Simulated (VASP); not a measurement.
# PIr (Fm-3m) in VASP: single point with PBE

Aim: the single point of PIr with PBE.

Program: VASP 6.6.1. These are calculated values, not measurements. Logs are shortened: lines on timing, memory, paths and dates and some standing lists are left out, and cuts for length are marked.

### 1 The undisturbed crystal

It takes space group Fm-3m (No. 225, cubic). The conventional cell has a = 4.930 Å, b = 4.930 Å, c = 4.930 Å, α = 90.00°, β = 90.00°, γ = 90.00°. Ir (site symmetry m-3m) has 6 P at 2.46 Å as nearest neighbours. P (site symmetry m-3m) is surrounded by 6 Ir at 2.46 Å.

The cell comes from a database or a generator and needn't be the stable form of this composition.

### 2 Single point, PBE (volume scaled by 1.06)

File INCAR:

```
SYSTEM = PIr
  PREC = Accurate
  ENCUT = 520
  EDIFF = 1E-6
  ISMEAR = -1
  SIGMA = 0.05
  LREAL = .FALSE.
  LASPH = .TRUE.
  NELM = 100
  ALGO = Fast
  ISIF = 2
  LWAVE = .FALSE.
  LCHARG = .TRUE.
  GGA = PE
  LELF = .TRUE.
  LVHAR = .TRUE.
  NBANDS = 14
```

File KPOINTS:

```
Automatic mesh
0
G
  13 13 13
  0 0 0
```

File POSCAR:

```
PIr
1.0
    0.0000000000      2.5131446725      2.5131446725
    2.5131446725      0.0000000000      2.5131446725
    2.5131446725      2.5131446725      0.0000000000
Ir P
1 1
Direct
    0.0000000000      0.0000000000      0.0000000000
    0.5000000000      0.5000000000      0.5000000000
```

Potentials or basis: VASP PAW PBE potentials, release 64 (Ir, P).

The run is started by

```bash
$ cat potpaw_PBE.64/Ir/POTCAR potpaw_PBE.64/P/POTCAR > POTCAR
$ mpirun -np 1 vasp_std > vasp.out
```

OUTCAR:

```text
SYSTEM = PIr
   PREC = Accurate
   ENCUT = 520
   EDIFF = 1E-6
   ISMEAR = -1
   LREAL = .FALSE.
   LASPH = .TRUE.
   NELM = 100
   ISIF = 2
   GGA = PE

 ion  position               nearest neighbor table
   1  0.000  0.000  0.000-   2 2.51   2 2.51   2 2.51   2 2.51   2 2.51   2 2.51
   2  0.500  0.500  0.500-   1 2.51   1 2.51   1 2.51   1 2.51   1 2.51   1 2.51

  LATTYP: Found a face centered cubic cell.
 ALAT       =     5.0262893450

  Lattice vectors:

 A1 = (   0.0000000000,   2.5131446725,   2.5131446725)
 A2 = (   2.5131446725,   0.0000000000,   2.5131446725)
 A3 = (   2.5131446725,   2.5131446725,   0.0000000000)

Analysis of symmetry for initial positions (statically):
=====================================================================
 Subroutine PRICEL returns:
 Original cell was already a primitive cell.

 Routine SETGRP: Setting up the symmetry group for a
 face centered cubic supercell.

 Subroutine GETGRP returns: Found 48 space group operations
 (whereof 48 operations were pure point group operations)
 out of a pool of 48 trial point group operations.

The static configuration has the point symmetry O_h .

Analysis of symmetry for dynamics (positions and initial velocities):
=====================================================================
 Subroutine PRICEL returns:
 Original cell was already a primitive cell.

 Routine SETGRP: Setting up the symmetry group for a
 face centered cubic supercell.

 Subroutine GETGRP returns: Found 48 space group operations
 (whereof 48 operations were pure point group operations)
 out of a pool of 48 trial point group operations.

The dynamic configuration has the point symmetry O_h .

 Subroutine INISYM returns: Found 48 space group operations
 (whereof 48 operations are pure point group operations),
 and found     1 'primitive' translations

----------------------------------------------------------------------------------------

                                     Primitive cell

  volume of cell :      31.7455

  direct lattice vectors                    reciprocal lattice vectors
     0.000000000  2.513144673  2.513144673    -0.198953926  0.198953926  0.198953926
     2.513144673  0.000000000  2.513144673     0.198953926 -0.198953926  0.198953926
     2.513144673  2.513144673  0.000000000     0.198953926  0.198953926 -0.198953926

  length of vectors
     3.554123280  3.554123280  3.554123280     0.344598309  0.344598309  0.344598309

  position of ions in fractional coordinates (direct lattice)
     0.000000000  0.000000000  0.000000000
     0.500000000  0.500000000  0.500000000

  ion indices of the primitive-cell ions
   primitive index   ion index
                 1           1
                 2           2

----------------------------------------------------------------------------------------

 KPOINTS: Automatic mesh

Automatic generation of k-mesh.
 Grid dimensions read from file:
 generate k-points for:   13   13   13

 Generating k-lattice:

  Cartesian coordinates                     Fractional coordinates (reciprocal lattice)
    -0.015304148  0.015304148  0.015304148     0.076923077  0.000000000  0.000000000
     0.015304148 -0.015304148  0.015304148     0.000000000  0.076923077  0.000000000
     0.015304148  0.015304148 -0.015304148     0.000000000  0.000000000  0.076923077

  Length of vectors
     0.026507562  0.026507562  0.026507562

  Shift w.r.t. Gamma in fractional coordinates (k-lattice)
     0.000000000  0.000000000  0.000000000

 Subroutine IBZKPT returns following result:
 ===========================================

 Found     84 irreducible k-points:

 Following reciprocal coordinates:
            Coordinates               Weight
  0.000000  0.000000  0.000000      1.000000
  0.076923  0.000000  0.000000      8.000000
  0.153846  0.000000  0.000000      8.000000
  0.230769  0.000000  0.000000      8.000000
  0.307692  0.000000  0.000000      8.000000
  0.384615  0.000000  0.000000      8.000000
[... 16 lines left out ...]
  0.384615  0.153846  0.000000     24.000000
  0.461538  0.153846  0.000000     24.000000
 [... further k-points ...]
   k-points           NKPTS =     84   k-points in BZ     NKDIM =     84   number of bands    NBANDS=     14
   number of dos      NEDOS =    301   number of ions     NIONS =      2
   total plane-waves  NPLWV =  21952
   dimension x,y,z NGX =    28 NGY =   28 NGZ =   28
   dimension x,y,z NGXF=    56 NGYF=   56 NGZF=   56
   ions per type =               1   1
   NGX,Y,Z   is equivalent  to a cutoff of  13.10, 13.10, 13.10 a.u.
   NGXF,Y,Z  is equivalent  to a cutoff of  26.19, 26.19, 26.19 a.u.
 SYSTEM =  PIr
   PREC   = accura    normal or accurate (medium, high low for compatibility)
   ISTART =      0    job   : 0-new  1-cont  2-samecut
   ICHARG =      2    charge: 1-file 2-atom 10-const
   ISPIN  =      1    spin polarized calculation?
   LNONCOLLINEAR =      F non collinear calculations
   LSORBIT =      F    spin-orbit coupling
   LASPH  =      T    aspherical Exc in radial PAW
   ENCUT  =  520.0 eV  38.22 Ry    6.18 a.u.   6.61  6.61  6.61*2*pi/ulx,y,z
   NELM   =    100;   NELMIN=  2; NELMDL= -5     # of ELM steps
   EDIFF  = 0.1E-05   stopping-criterion for ELM
   LREAL  =      F    real-space projection
   EDIFFG = 0.1E-04   stopping-criterion for IOM
   NSW    =      0    number of steps for IOM
   IBRION =     -1    ionic relax: 0-MD 1-quasi-New 2-CG
   NFREE  =      0    steps in history (QN), initial steepest desc. (CG)
   ISIF   =      2    stress and relaxation
   ISYM   =      2    0-nonsym 1-usesym 2-fastsym
   POTIM  = 0.5000    time-step for ionic-motion
   TEBEG  =    0.0;   TEEND  =   0.0 temperature during run
   PSTRESS=    0.0 pullay stress
   NELECT =      14.0000    total number of electrons
   NUPDOWN=      -1.0000    fix difference up-down
   EMIN   =  10.00;   EMAX   =-10.00  energy-range for DOS
   EFERMI =   0.00;   METHOD = LEGACY
   ISMEAR =    -1;   SIGMA  =   0.05  broadening in eV -4-tet -1-fermi 0-gaus
   EFERMI_NEDOS =   21; number of points for ismear=-14 and -15
   IALGO  =     68    algorithm
   IMIX   =      4    mixing-type and parameters
     AMIX     =   0.40;   BMIX     =  1.00
     AMIX_MAG =   1.60;   BMIX_MAG =  1.00
  volume/ion in A,a.u.               =      15.87       107.11
  Fermi-wavevector in a.u.,A,eV,Ry     =   1.246111  2.354808 21.127022  1.552792
  Thomas-Fermi vector in A             =   2.380303
   LORBIT       =      0    0 simple, 1 ext, 2 COOP (PROOUT), +10 PAW based schemes
   GGA     = PE    functional components
   LHFCALC =     F    Hartree Fock is set to
   AEXX    =    0.0000 exact exchange contribution
   IVDW    =     0    specifies the selected vdW correction
   LEPSILON=     F    determine dielectric tensor
   LRPA    =     F    only Hartree local field effects (RPA)
 non-spin polarized calculation
 RMM-DIIS sequential band-by-band and
  energy-cutoff  :      520.00
  volume of cell :       31.75
 maximum number of plane-waves:       881
   NGX = 13   NGY = 13   NGZ = 13

 number of electron      13.9999999 magnetization

 Free energy of the ion-electron system (eV)
  ---------------------------------------------------
  ext. energy  EPLUGINS =         0.00000000
  ---------------------------------------------------
  free energy    TOTEN  =       -13.98368082 eV

  energy without entropy =      -13.97152000  energy(sigma->0) =      -13.97760041

 E-fermi :   8.0722     XC(G=0): -12.0402

 val. band max:        8.0696480503   @ k =   0.0769   0.0000   0.0000
 cond. band min:       8.0736042470   @ k =  -0.1538   0.2308   0.0769
 fundamental gap:      0.0039561967
 Fermi energy:         8.0722277999

 k-point     1 :       0.0000    0.0000    0.0000
  band No.  band energies     occupation
      1      -5.3861      2.00000
      2       5.2921      2.00000
      3       5.2921      2.00000
      4       5.2921      2.00000
      5       5.3727      2.00000
      6       5.3727      2.00000
      7       8.3303      0.01140
      8       8.3303      0.01140
      9       8.3303      0.01140
     10      13.5041      0.00000
     11      18.4286      0.00000
     12      20.4903      0.00000
     13      20.4903      0.00000
     14      20.4903      0.00000

 k-point     2 :       0.0769    0.0000    0.0000
  band No.  band energies     occupation
      1      -5.2836      2.00000
      2       5.0979      2.00000
      3       5.0979      2.00000
      4       5.1064      2.00000
      5       5.3817      2.00000
      6       5.3817      2.00000
      7       8.0696      1.02579
      8       8.7004      0.00001
      9       8.7004      0.00001
     10      13.9645      0.00000
     11      18.2659      0.00000
     12      20.2579      0.00000
     13      20.2579      0.00000
     14      20.3199      0.00000

 k-point     3 :       0.1538    0.0000    0.0000
  band No.  band energies     occupation
      1      -4.9810      2.00000
      2       4.5138      2.00000
      3       4.5634      2.00000
      4       4.5635      2.00000
      5       5.5960      2.00000
      6       5.5960      2.00000
      7       7.6387      1.99966
      8       9.5584      0.00000
      9       9.5584      0.00000
     10      14.9302      0.00000
     11      17.5532      0.00000
     12      19.4545      0.00000
     13      19.4545      0.00000
     14      20.4828      0.00000
[... 324 lines left out ...]
 k-point    23 :       0.3846    0.1538    0.0000
  band No.  band energies     occupation
      1      -3.4733      2.00000
      2       1.9930      2.00000
      3       3.4633      2.00000
      4       3.8698      2.00000
      5       5.9927      2.00000
      6       6.7379      2.00000
      7       7.6840      1.99915
      8      10.2342      0.00000
      9      11.9491      0.00000
     10      14.1033      0.00000
     11      15.3744      0.00000
     12      17.6585      0.00000
     13      18.6874      0.00000
     14      21.7546      0.00000

 k-point    24 :       0.4615    0.1538    0.0000
  band No.  band energies     occupation
      1      -2.8961      2.00000
      2       1.3339      2.00000
      3       3.1704      2.00000
      4       3.5111      2.00000
      5       6.3843      2.00000
      6       6.9912      2.00000
      7       7.5900      1.99987
      8      10.9862      0.00000
      9      11.7553      0.00000
     10      13.8798      0.00000
     11      15.0898      0.00000
     12      17.2184      0.00000
     13      18.8008      0.00000
     14      22.2667      0.00000

 [... further k-points ...]

------------------------ aborting loop because EDIFF is reached ----------------------------------------

  FORCE on cell =-STRESS in cart. coord.  units (eV):
  Direction    XX          YY          ZZ          XY          YZ          ZX
  --------------------------------------------------------------------------------------
  -------------------------------------------------------------------------------------
  Total       -2.0097922     -2.0097922     -2.0097922      0.0000000      0.0000000      0.0000000
  in kB     -101.4329986   -101.4329986   -101.4329986      0.0000000      0.0000000      0.0000000
  external PRESSURE =    -101.4329986 kB  Pullay stress =       0.0000000 kB

 VOLUME and BASIS-vectors are now :
 -----------------------------------------------------------------------------
  energy-cutoff  :      520.00
  volume of cell :       31.75
      direct lattice vectors                 reciprocal lattice vectors
     0.000000000  2.513144673  2.513144673    -0.198953926  0.198953926  0.198953926
     2.513144673  0.000000000  2.513144673     0.198953926 -0.198953926  0.198953926
     2.513144673  2.513144673  0.000000000     0.198953926  0.198953926 -0.198953926

 POSITION                                       TOTAL-FORCE (eV/Angst)
 -----------------------------------------------------------------------------------
      0.00000      0.00000      0.00000        -0.000000     -0.000000     -0.000000
      2.51314      2.51314      2.51314         0.000000      0.000000      0.000000
 -----------------------------------------------------------------------------------
    total drift:                               -0.000000      0.000000      0.000000

  FREE ENERGIE OF THE ION-ELECTRON SYSTEM (eV)
  ---------------------------------------------------
  free  energy   TOTEN  =       -13.9836808229 eV

  energy  without entropy=      -13.9715200019  energy(sigma->0) =      -13.97760041
```

It took 30 s on 1 thread of Intel Xeon 6975P-C (Granite Rapids), shared host; peak memory 0.18 GiB.

What came out:

- Free energy: -13.9837 eV
- Pressure: -10.1 GPa
- Band gap on the k mesh: none (metal or under the smearing width)

The run has no spin-orbit coupling, so splittings on Ir are missing.
